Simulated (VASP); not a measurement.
An input for Quantum ESPRESSO's pw.x (written as the equivalent of a VASP run, and not itself run):

```
&CONTROL
  calculation = 'vc-relax'
  pseudo_dir = './pseudo'
  outdir = './out'
  tprnfor = .true.
  tstress = .true.
  nstep = 30
  forc_conv_thr = 0.00039
/
&SYSTEM
  ibrav = 0
  nat = 4
  ntyp = 2
  ecutwfc = 84
  occupations = 'smearing'
  smearing = 'gaussian'
  degauss = 0.003675
  input_dft = 'revpbe'
/
&ELECTRONS
  conv_thr = 7.3e-09
  electron_maxstep = 100
/
&IONS
/
&CELL
  cell_dofree = 'shape'
/
ATOMIC_SPECIES
  B 10.810 B.upf
  N 14.007 N.upf
CELL_PARAMETERS angstrom
     1.2564883   -2.1763018    0.0000000
     1.2564883    2.1763018    0.0000000
     0.0000000    0.0000000    4.1551171
ATOMIC_POSITIONS crystal
  B    0.6666670  0.3333330  0.5002591
  B    0.3333330  0.6666670  0.0002591
  N    0.6666670  0.3333330  0.8747409
  N    0.3333330  0.6666670  0.3747409
K_POINTS automatic
  10 10 5 0 0 0
```

Problem. Write the VASP files for the same calculation (revPBE).

Solution. Several could match; the one computed here: 
POSCAR:
```
BN
1.0
  1.2564882910  -2.1763017788   0.0000000000
  1.2564882910   2.1763017788   0.0000000000
  0.0000000000   0.0000000000   4.1551171123
B N
2 2
direct
  0.6666670000   0.3333330000   0.5002590611
  0.3333330000   0.6666670000   0.0002590611
  0.6666670000   0.3333330000   0.8747409389
  0.3333330000   0.6666670000   0.3747409389
```

### KPOINTS
```
kpoints
0
G
10 10 5
0 0 0
```

### INCAR
```
ENCUT  =  520
ALGO  =  Normal
ISIF  =  4   # ions and shape, fixed volume
EDIFF  =  1E-7
IBRION  =  2   # conjugate gradients
PREC  =  Accurate
LASPH  =  .TRUE.   # aspherical one-centre terms
EDIFFG  =  -0.01   # ionic stop
SYSTEM  =  BN
LCHARG  =  .FALSE.
LREAL  =  .FALSE.
GGA  =  RE   # revPBE
ISMEAR  =  0   # Gaussian
NELM  =  100
NSW  =  30
SIGMA  =  0.05
LWAVE  =  .FALSE.
```

POTCAR, in this order: B N (PBE.64 set). Program: vasp_std.

What does not carry over: the potentials are each code's own (VASP's PAW set, PseudoDojo norm-conserving files in pw.x), so ENCUT and ecutwfc are chosen apart and not converted; conv_thr bounds pw.x's estimated SCF error, while EDIFF bounds the energy change between steps; forc_conv_thr acts on force components and is met together with etot_conv_thr.

The compound is BN in the wurtzite structure, a metastable high-pressure form. This cell is one point of a volume scan, at 0.94 of the reference volume. Symmetry was kept, so distortions that lower it aren't found.
